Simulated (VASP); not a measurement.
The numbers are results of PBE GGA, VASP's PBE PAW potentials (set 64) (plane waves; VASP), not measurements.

VASP ran on this input.

File KPOINTS:
```
Automatic mesh
0
Gamma
1 1 1
0 0 0
```

INCAR:
```
ALGO  =  Fast
EDIFF  =  1E-5
EDIFFG  =  -0.03
ENCUT  =  400
GGA  =  PE
IBRION  =  2
ISIF  =  2
ISMEAR  =  0
ISPIN  =  2
ISYM  =  0
LASPH  =  T
LCHARG  =  F
LMAXMIX  =  4
LORBIT  =  10
LREAL  =  Auto
LWAVE  =  F
MAGMOM  =  72*0.0139
NELM  =  100
NELMIN  =  4
NSW  =  60
NUPDOWN  =  1
PREC  =  Normal
SIGMA  =  0.05
SYSTEM  =  NbTi23O48
```

POSCAR:
```
NbTi23O48
1
    9.3112496639     0.0000000000     0.0000000000
    0.0000000000     9.3112496639     0.0000000000
    0.0000000000     0.0000000000     8.9060270283
Ti O Nb
23 48 1
Direct
  0.0000000000   0.0000000000   0.0000000000
  0.2500000000   0.2500000000   0.1666670000
  0.0000000000   0.0000000000   0.3333330000
  0.2500000000   0.2500000000   0.5000000000
  0.0000000000   0.0000000000   0.6666670000
  0.2500000000   0.2500000000   0.8333330000
  0.0000000000   0.5000000000   0.0000000000
  0.2500000000   0.7500000000   0.1666670000
  0.0000000000   0.5000000000   0.3333330000
  0.2500000000   0.7500000000   0.5000000000
  0.0000000000   0.5000000000   0.6666670000
  0.2500000000   0.7500000000   0.8333330000
  0.5000000000   0.0000000000   0.0000000000
  0.7500000000   0.2500000000   0.1666670000
  0.5000000000   0.0000000000   0.3333330000
  0.7500000000   0.2500000000   0.5000000000
  0.5000000000   0.0000000000   0.6666670000
  0.7500000000   0.2500000000   0.8333330000
  0.5041320000   0.4961070000   0.9983610000
  0.7500000000   0.7500000000   0.1666670000
  0.7500000000   0.7500000000   0.5000000000
  0.4954240000   0.5034350000   0.6673470000
  0.7500000000   0.7500000000   0.8333330000
  0.1525000000   0.1525000000   0.0000000000
  0.4025000000   0.0975000000   0.1666670000
  0.0975000000   0.4025000000   0.1666670000
  0.3475000000   0.3475000000   0.0000000000
  0.1525000000   0.1525000000   0.3333330000
  0.4025000000   0.0975000000   0.5000000000
  0.0975000000   0.4025000000   0.5000000000
  0.3510170000   0.3450300000   0.3296060000
  0.1525000000   0.1525000000   0.6666670000
  0.4025000000   0.0975000000   0.8333330000
  0.0975000000   0.4025000000   0.8333330000
  0.3475000000   0.3475000000   0.6666670000
  0.1525000000   0.6525000000   0.0000000000
  0.3998600000   0.6013940000   0.1687380000
  0.0975000000   0.9025000000   0.1666670000
  0.3475000000   0.8475000000   0.0000000000
  0.1525000000   0.6525000000   0.3333330000
  0.4073910000   0.6006210000   0.4997920000
  0.0975000000   0.9025000000   0.5000000000
  0.3475000000   0.8475000000   0.3333330000
  0.1525000000   0.6525000000   0.6666670000
  0.4025000000   0.5975000000   0.8333330000
  0.0975000000   0.9025000000   0.8333330000
  0.3475000000   0.8475000000   0.6666670000
  0.6525000000   0.1525000000   0.0000000000
  0.9025000000   0.0975000000   0.1666670000
  0.6021420000   0.4019850000   0.1654480000
  0.8475000000   0.3475000000   0.0000000000
  0.6525000000   0.1525000000   0.3333330000
  0.9025000000   0.0975000000   0.5000000000
  0.5974830000   0.4003670000   0.5024620000
  0.8475000000   0.3475000000   0.3333330000
  0.6525000000   0.1525000000   0.6666670000
  0.9025000000   0.0975000000   0.8333330000
  0.5975000000   0.4025000000   0.8333330000
  0.8475000000   0.3475000000   0.6666670000
  0.6525000000   0.6525000000   0.0000000000
  0.9025000000   0.5975000000   0.1666670000
  0.5975000000   0.9025000000   0.1666670000
  0.8475000000   0.8475000000   0.0000000000
  0.6531720000   0.6497270000   0.3315560000
  0.9025000000   0.5975000000   0.5000000000
  0.5975000000   0.9025000000   0.5000000000
  0.8475000000   0.8475000000   0.3333330000
  0.6525000000   0.6525000000   0.6666670000
  0.9025000000   0.5975000000   0.8333330000
  0.5975000000   0.9025000000   0.8333330000
  0.8475000000   0.8475000000   0.6666670000
  0.4995800000   0.5022090000   0.3385140000
```

POTCAR, in this order: Ti O Nb_sv (PBE.64 set). Program: vasp_gam.

What will the output report for the number of irreducible k-points (NKPTS), largest plane-wave count, FFT grid (NGX, NGY, NGZ)?

| Property | Value |
|---|---|
| number of irreducible k-points (NKPTS) | 1 |
| largest plane-wave count | 6997 |
| FFT grid (NGX, NGY, NGZ) | 48 × 48 × 48 |

The cell is a supercell with a defect, built from TiO2 (rutile): Nb_Ti.
